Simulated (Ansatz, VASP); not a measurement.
# WC (Qusongite): VASP beside Ansatz

Aim: how closely do two programs agree when they are given the same cell, functional and k mesh? The cell is taken from a series of runs on this material, whose earlier steps may have relaxed, scaled, displaced or heated it; both programs get it as it stands.

Main program and level: Ansatz 0.2.0; plane waves, with VASP 6.6.1 beside it; zone-centre phonons at LDA.

## 1. The starting structure

The structure is hexagonal, space group P-6m2 (No. 187). The conventional cell has a = 2.826 Å, b = 2.826 Å, c = 2.835 Å, α = 90.00°, β = 90.00°, γ = 120.00°. Nearest to C lie 6 W at 2.16 Å. Nearest to W lie 6 C at 2.16 Å. Farther neighbours are not listed.

## 2. Ansatz: zone-centre phonons, LDA

Ansatz runs on its PAW soft_1 files.

Second derivatives magnify differences that forces hide, and they need a tight electronic threshold.

Input file input.yaml:

```yaml
crystal:
  lattice:
    - [2.8262506968, 0.0, 0.0]
    - [-1.4131253484, 2.4476049009, 0.0]
    - [0.0, 0.0, 2.8354586689]
  atoms:
    - { symbol: C, position: [0.6666666667, 0.3333333333, 0.5] }
    - { symbol: W, position: [0.0, 0.0, 0.0] }
kpoints:
  mp_grid: { grid: [18, 18, 16] }
hamiltonian:
  xc: lda
  pseudopotentials: { kind: paw, azcp: { folder: soft_1 }, xc_functional: pbe }
scf:
  occupations: { method: methfessel_paxton, width: 0.2 }
output:
  eigenvalues: true
phonons:
  method: dfpt
```

Launch:

```bash
$ ansatz run input.yaml --threads 4 --pin off --max-ram 10240MiB --backend cpu --events-out ev --progress --plain --runs-dir out
```

Numbers of over 12 decimals in the logs are rounded to 6 here.

Log:

```text
zone centre: on kpoints.mp_grid the ground state, and the responses unless they are solved on pairs of k-points, stand on 819 of the mesh's 5184 k-points, reduced under 4 symmetry operations, with k and −k counted as one. Each operation leaves every solved displacement unchanged or reverses it
Engine: ansatz 0.2.0, aarch64-unknown-linux-gnu
Pseudopotentials: kind: paw
Pseudopotential: C, paw, valence charge 4, recommended cutoff 420 eV (normal), soft_1/C.paw.azcp
Pseudopotential: W, paw, valence charge 14, recommended cutoff 420 eV (normal), soft_1/W.paw.azcp
Functional definition: SPW92
  exchange = slater_x
  correlation = pw_c
Crystal: 2 atoms, lattice volume = 19.614 Å³
Basis set: ecut = 420 eV, 393 PW (Γ), exchange–correlation on 40×40×40 points (8 copies of the dense FFT grid, shifted against one another)
Bands: 13, of which v1, the nominal top of the filled ones, is band 9 counted from 1 (8 counted from 0)
Symmetry: 12 space group operations
k-points: 819 of 5184 (irreducible under 4 space group operations, time reversal used)
Non-local potential: C, projectors of the file, l = 0: 2, l = 1: 2, l = 2: 1
Non-local potential: W, projectors of the file, l = 0: 3, l = 1: 2, l = 2: 2, l = 3: 1
PAW form: soft (Blöchl's): semilocal exchange-correlation on the pseudo side does not see the compensation charge
PAW frozen core: C, regenerated for the run's functional, and the local potential with it (the file was generated under x = pbe(κ = 0.804, μ = 0.219515), c = pbe(β = 0.066725))
PAW frozen core: W, regenerated for the run's functional, and the local potential with it (the file was generated under x = pbe(κ = 0.804, μ = 0.219515), c = pbe(β = 0.066725))
PAW one-centre angular grid: C, 110 points (default); XC on 64 Gauss nodes
PAW one-centre angular grid: W, 590 points (default); XC on 64 Gauss nodes
Initial density: superposition of atomic densities (chi_scale 0.1, normalization cell, long waves kept (reshape's long-wave potential 0.00 eV rms))
Initial wavefunctions: pseudopotential atomic-orbital guess
Functional: x = slater, c = lda
SCF iter   1: F=—  HF=-10375.365224 eV  |F-HF|=—  |Δ(HF+E_count)|=         —  Δρ=1.37e-1  dr2=4.77e0  ethr=3.10e-3  ⟨swp⟩=5.0  Hψ=53397  notcnv=0
preconditioner: auto → none  [metal: Δε(μ)=0.024 eV  Ē_g=11.203 eV  σ=0.200 eV  W_gap=0.10  n_scr=8 (ndim 8)  ℏωp=26.5 eV  f_vac=0.000  D(μ)=0.18/eV (n_scr^D=0)  sad-step TF]
SCF iter   2: F=—  HF=-10374.753859 eV  |F-HF|=—  |Δ(HF+E_count)|=   6.11e-1  S|Δr|=    0.00e0  Δρ=9.57e-2  dr2=2.40e0  ethr=3.10e-3  ⟨swp⟩=2.0  Hψ=20277  notcnv=0
SCF iter   3: F=—  HF=-10374.129286 eV  |F-HF|=—  |Δ(HF+E_count)|=   6.25e-1  S|Δr|=    0.00e0  Δρ=6.32e-3  dr2=5.21e-3  ethr=3.10e-3  ⟨swp⟩=2.4  Hψ=18502  notcnv=0
SCF iter   4: F=—  HF=-10374.129967 eV  |F-HF|=—  |Δ(HF+E_count)|=   6.82e-4  S|Δr|=    0.00e0  Δρ=1.16e-3  dr2=1.20e-4  ethr=2.89e-5  ⟨swp⟩=2.0  Hψ=23140  notcnv=0
SCF iter   5: F=—  HF=-10374.130008 eV  |F-HF|=—  |Δ(HF+E_count)|=   4.05e-5  S|Δr|=    0.00e0  Δρ=1.49e-4  dr2=3.19e-6  ethr=6.68e-7  ⟨swp⟩=2.1  Hψ=14595  notcnv=0
SCF iter   6: F=—  HF=-10374.130006 eV  |F-HF|=—  |Δ(HF+E_count)|=   1.13e-6  S|Δr|=    0.00e0  Δρ=2.31e-5  dr2=6.39e-8  ethr=1.77e-8  ⟨swp⟩=2.7  Hψ=17628  notcnv=0
SCF iter   7: F=—  HF=-10374.130006 eV  |F-HF|=—  |Δ(HF+E_count)|=   1.58e-7  S|Δr|=    0.00e0  Δρ=4.66e-6  dr2=1.24e-9  ethr=3.55e-10  ⟨swp⟩=2.2  Hψ=15408  notcnv=0
SCF iter   8: F=-10374.130006 eV  HF=-10374.130006 eV  |F-HF|=0.00e0  |Δ(HF+E_count)|=  4.91e-11  S|Δr|=    0.00e0  Δρ=3.70e-7  dr2=7.59e-12  ethr=1.00e-12  ⟨swp⟩=4.3  Hψ=52598  notcnv=0
SCF 1 converged in 8 iterations: F = -10374.130006 eV  dr2 = 7.59e-12
  greatest PAW one-centre occupation: 0.999 electrons in one spin orbital (limit 2), on the W atom at site 1 (counted from 0), in its partial waves of l = 0
DFPT response loops at Γ: preconditioner auto → Kerker (q_TF=auto, 2.690 Å⁻¹) (partly filled bands, converged f_vac=0.000); β = 1.00, the filter's whole step (`scf.mixing.beta` (0.50) is not read by the response loops under this deck's `scf.mixing.preconditioner`; to damp them name `kerker` or `kerker_dos`, under which they read `scf.mixing.beta`, and type it under 1.00, their step now; both keys bind the ground state too); Broyden in place of MSR1
SCF converged after 8 iterations
Stability not checked: this state was not tested for a lower state beside it, because cold or Methfessel-Paxton smearing, or corrected tetrahedra, fill the levels in a way that the test cannot read (fill_not_monotonic; see scf.lower_state_search)
Free energy (F): -10374.130006 eV
Harris-Foulkes:  -10374.130006 eV  (|F-HF|=0.00e0)
Internal energy: -10374.130540 eV  (E = F + TS)
E sigma→0 (E₀):  -10374.130140 eV
Entropy (-TS):   0.000534 eV (0.267 meV/atom)
Fermi energy:    21.471153 eV
Step filling:    the computed levels leave a gap of 0.0491 eV = 0.2 smearing widths at the electron count; against every level under it full and every level over it empty, smearing changes F+E_penalty+E_count by +0.303 meV and its σ→0 estimate by +0.169 meV
--- Per-component energies (eV) ---
  E_band       = -43.313681
  E_kinetic    = 514.911878
  E_local      = -566.713181  (includes V_loc(G=0)·N_el)
  E_nonlocal   = 4.174055
  E_hartree    = 236.646758
  E_xc         = -315.439211
  E_vxc        = -292.935476  (∫ρ·V_xc dr)
  E_paw        = -8417.093048  (= ΣΔE_a)
  E_vpaw       = -176.044595  (= ΣTr[D̂ρ^β])
  E_aug_tail   = 0.000154  (compensation charges beyond the density's cutoff)
  E_ewald      = -1830.964027
  E_core_change = 0.346082  (= ΣΔE_core)
  E_smearing   = 0.000534  (= −TS)
  E_closure    = 0.000000  (closes the sum)
  Σ components = -10374.130006   (vs F -10374.130006, Δ=0.00e0)
--- Band table (eV; the first three rows and the last of 819) ---
  k-point 0: bands = [... 5 lower, 16.7674, 18.0815, 18.0815, 21.3154, 24.8644, 24.8644, 27.2436, 27.2436]
  k-point 1: bands = [... 5 lower, 16.7185, 18.1254, 18.1254, 21.3146, 24.5076, 24.5076, 27.4647, 27.4647]
  k-point 2: bands = [... 5 lower, 16.5313, 18.2548, 18.2548, 21.3828, 23.7572, 23.7572, 27.7845, 27.7845]
  k-point 818: bands = [... 5 lower, 14.8004, 15.5473, 19.4546, 20.0799, 26.6324, 27.4168, 28.1411, 31.4692]
--- Phonons (Γ-DFPT): 4 representative perturbations + reference, on 819 of 5184 k-points (Σ response iterations 12) ---
  k mesh reduced under 4 symmetry operations, with k and −k counted as one. Each operation leaves every solved displacement unchanged or reverses it
  ASR residual: 2.434e-4 → 0.000e0 eV/Å²; symmetrization residual: 1.232e-6 eV/Å²
  ASR residual per site (eV/Å²): 9.97e-5 2.43e-4
  Γ frequencies (cm⁻¹): 0.00 0.00 0.00 620.99 652.25 652.25
  non-analytic LO–TO correction: not included (Born effective charges unavailable; polar crystals: no LO–TO splitting at Γ)
```

## 3. VASP: zone-centre phonons, LDA

The same cell, functional (in two slightly different forms), mesh and smearing now go to VASP, with its own data sets.

Lines of VASP's logs that name or quote its potential files are left out, and so is its time.

Input file INCAR:

```
SYSTEM = WC
PREC = Accurate
ENCUT = 600
EDIFF = 1E-08
NELM = 120
ISMEAR = 1
SIGMA = 0.2
LREAL = .FALSE.
ALGO = Normal
GGA = CA
NBANDS = 11
LASPH = .TRUE.
LORBIT = 11
LWAVE = .FALSE.
LCHARG = .FALSE.
ISIF = 2
IBRION = 8
GGA_COMPAT = .FALSE.
KPAR = 2
```

Input file POSCAR:

```
WC
1.0
    2.8262506968      0.0000000000      0.0000000000
   -1.4131253484      2.4476049009      0.0000000000
    0.0000000000      0.0000000000      2.8354586689
C W
1 1
Direct
    0.6666666667      0.3333333333      0.5000000000
    0.0000000000      0.0000000000      0.0000000000
```

Input file KPOINTS:

```
Automatic mesh
0
Gamma
18 18 16
0 0 0
```

PAW data sets: C and W (LDA family, release 64).

Launch:

```bash
$ mpirun -np 2 vasp_std
```

Log:

```text
[banner, memory and clock lines left out]
running    2 mpi-ranks, on    1 nodes
 distrk:  each k-point on    1 cores,    2 groups
 distr:  one band on    1 cores,    1 groups

 POSCAR found type information on POSCAR C W
 POSCAR found :  2 types and       2 ions
 LDA part: xc-table for (Slater(with rela. corr.)+CA(PZ))
 , standard interpolation
 POSCAR, INCAR and KPOINTS ok, starting setup
 FFT: planning ... GRIDC
 FFT: planning ... GRID_SOFT
 FFT: planning ... GRID
 WAVECAR not read
 entering main loop
       N       E                     dE             d eps       ncg     rms          rms(c)
DAV:   1     0.243711594989E+02    0.24371E+02   -0.55403E+03  7326   0.929E+02
DAV:   2    -0.260140994207E+02   -0.50385E+02   -0.48103E+02  8596   0.205E+02
DAV:   3    -0.278904922739E+02   -0.18764E+01   -0.18609E+01  8993   0.339E+01
DAV:   4    -0.278997231576E+02   -0.92309E-02   -0.92293E-02  7956   0.284E+00
DAV:   5    -0.278997525113E+02   -0.29354E-04   -0.29353E-04  8820   0.162E-01    0.369E+01
DAV:   6    -0.249011459887E+02    0.29986E+01   -0.13777E+01  8389   0.223E+01    0.121E+01
DAV:   7    -0.248102397985E+02    0.90906E-01   -0.68002E-01  7512   0.671E+00    0.889E+00
DAV:   8    -0.247634696483E+02    0.46770E-01   -0.90154E-02  8034   0.228E+00    0.235E+00
DAV:   9    -0.247579852990E+02    0.54843E-02   -0.13291E-02  7950   0.738E-01    0.127E-01
DAV:  10    -0.247579041599E+02    0.81139E-04   -0.61941E-04  8342   0.217E-01    0.137E-01
DAV:  11    -0.247578959217E+02    0.82383E-05   -0.46419E-05  8432   0.486E-02    0.684E-03
DAV:  12    -0.247578952523E+02    0.66934E-06   -0.23797E-06  8232   0.108E-02    0.615E-03
DAV:  13    -0.247578952481E+02    0.42244E-08   -0.12697E-07  8280   0.356E-03    0.618E-04
DAV:  14    -0.247578952476E+02    0.53046E-09   -0.39597E-09  4443   0.469E-04
   1 F= -.24757895E+02 E0= -.24758063E+02  d E =0.502779E-03
 Linear response reoptimize wavefunctions to high precision
DAV:   1    -0.247578952479E+02   -0.30877E-09   -0.10583E-09  5295   0.313E-04
DAV:   2    -0.247578952479E+02   -0.45475E-12   -0.61851E-11  3846   0.902E-05
 Linear response DOF=           4
 Linear response progress:
  Degree of freedom:   1/  4
       N       E                     dE             d eps       ncg     rms          rms(c)
RMM:   1    -0.120522327240E+00   -0.12052E+00    0.17209E-02 73858   0.207E+00
RMM:   2    -0.116012251704E+00    0.45101E-02   -0.23860E-03 50506   0.437E-01    0.223E-01
RMM:   3    -0.116254354030E+00   -0.24210E-03   -0.51854E-04 47836   0.153E-01    0.116E-01
RMM:   4    -0.117096291171E+00   -0.84194E-03   -0.36846E-04 47952   0.124E-01    0.255E-02
RMM:   5    -0.117072106345E+00    0.24185E-04   -0.37400E-06 52515   0.193E-02    0.106E-03
RMM:   6    -0.117084070906E+00   -0.11965E-04   -0.29330E-07 52994   0.221E-03    0.513E-04
RMM:   7    -0.117081015391E+00    0.30555E-05    0.15569E-07 53046   0.350E-04    0.742E-05
RMM:   8    -0.117081228890E+00   -0.21350E-06    0.24161E-08 55200   0.732E-05    0.364E-05
RMM:   9    -0.117081109105E+00    0.11978E-06    0.16736E-08 55463   0.200E-05    0.397E-06
RMM:  10    -0.117081095572E+00    0.13533E-07   -0.52906E-09 51726   0.629E-06    0.155E-06
RMM:  11    -0.117081090655E+00    0.49161E-08   -0.26670E-09 42447   0.490E-06    0.426E-07
 first order change of Fermi-energy   0.35753E-05
 force on displaced ion       1 direction 1 : -18.060   0.002   0.000
 Linear response progress:
  Degree of freedom:   2/  4
       N       E                     dE             d eps       ncg     rms          rms(c)
RMM:   1    -0.125442747162E+00   -0.12544E+00    0.43082E-02 26274   0.220E+00
RMM:   2    -0.122313674985E+00    0.31291E-02   -0.25639E-03 17910   0.474E-01    0.210E-01
RMM:   3    -0.122265760833E+00    0.47914E-04   -0.10345E-03 16905   0.209E-01    0.100E-01
RMM:   4    -0.123199616369E+00   -0.93386E-03   -0.66370E-04 17379   0.154E-01    0.230E-02
RMM:   5    -0.123207805871E+00   -0.81895E-05   -0.13694E-05 18365   0.253E-02    0.333E-03
RMM:   6    -0.123237042618E+00   -0.29237E-04   -0.62925E-07 18278   0.574E-03    0.596E-04
RMM:   7    -0.123236958322E+00    0.84296E-07   -0.15370E-08 18937   0.798E-04    0.169E-04
RMM:   8    -0.123236272746E+00    0.68558E-06   -0.19879E-08 18989   0.915E-05    0.366E-05
RMM:   9    -0.123236164430E+00    0.10832E-06   -0.56230E-09 19445   0.292E-05    0.112E-05
RMM:  10    -0.123236120066E+00    0.44364E-07   -0.36181E-09 19449   0.150E-05    0.877E-07
RMM:  11    -0.123236117706E+00    0.23602E-08   -0.35410E-09 16973   0.609E-06    0.507E-07
 first order change of Fermi-energy   0.39886E-03
 force on displaced ion       1 direction 3 :   0.000   0.000 -16.503
 Linear response progress:
  Degree of freedom:   3/  4
       N       E                     dE             d eps       ncg     rms          rms(c)
RMM:   1    -0.110737190367E+00   -0.11074E+00   -0.83569E-02 64650   0.191E+00
RMM:   2    -0.107943313585E+00    0.27939E-02   -0.19091E-03 49600   0.329E-01    0.211E-01
RMM:   3    -0.107023205025E+00    0.92011E-03   -0.38312E-04 51948   0.112E-01    0.123E-01
RMM:   4    -0.106629511273E+00    0.39369E-03   -0.55112E-04 52115   0.138E-01    0.190E-02
RMM:   5    -0.106648192048E+00   -0.18681E-04    0.94901E-06 54084   0.146E-02    0.349E-03
RMM:   6    -0.106653491433E+00   -0.52994E-05   -0.40903E-07 53966   0.156E-03    0.114E-03
RMM:   7    -0.106654350533E+00   -0.85910E-06   -0.13231E-07 54381   0.683E-04    0.129E-04
RMM:   8    -0.106653710787E+00    0.63975E-06   -0.63612E-08 56309   0.136E-04    0.205E-05
RMM:   9    -0.106653705585E+00    0.52025E-08    0.24427E-08 56017   0.323E-05    0.476E-06
 first order change of Fermi-energy  -0.64202E-04
 force on displaced ion       2 direction 1 : -18.065   0.002   0.000
 Linear response progress:
  Degree of freedom:   4/  4
       N       E                     dE             d eps       ncg     rms          rms(c)
RMM:   1    -0.117681989555E+00   -0.11768E+00   -0.93593E-02 23711   0.195E+00
RMM:   2    -0.113683845780E+00    0.39981E-02   -0.23126E-03 17541   0.392E-01    0.178E-01
RMM:   3    -0.113126317314E+00    0.55753E-03   -0.20862E-04 18323   0.101E-01    0.984E-02
RMM:   4    -0.113118664382E+00    0.76529E-05   -0.31780E-04 18227   0.120E-01    0.133E-02
RMM:   5    -0.113137006781E+00   -0.18342E-04   -0.44827E-06 19100   0.144E-02    0.444E-03
RMM:   6    -0.113149666531E+00   -0.12660E-04   -0.11497E-09 19116   0.163E-03    0.135E-03
RMM:   7    -0.113152631450E+00   -0.29649E-05    0.47334E-09 19128   0.687E-04    0.198E-04
RMM:   8    -0.113152543577E+00    0.87872E-07   -0.53981E-09 19738   0.911E-05    0.857E-05
RMM:   9    -0.113152161869E+00    0.38171E-06   -0.65008E-10 19792   0.485E-05    0.365E-06
RMM:  10    -0.113152156320E+00    0.55488E-08    0.96949E-10 19859   0.134E-05    0.177E-06
 first order change of Fermi-energy  -0.81097E-03
 force on displaced ion       2 direction 3 :  -0.000   0.000 -16.504
 Linear response finished
```

(Continued in part 2 of 2.)

[Lines on the potential files, build, host, timing and source positions are cut from VASP's logs without a mark.]

[Logs are printed without paths, hosts, clocks, repeated set-up lines and the standing remarks that a program may print on its own settings, such as how far it seeks lower states.]

[Hosts, paths, dates, database ids (printed as entryN), source tags and the programs' standing remarks are cut or masked in the printed files.]
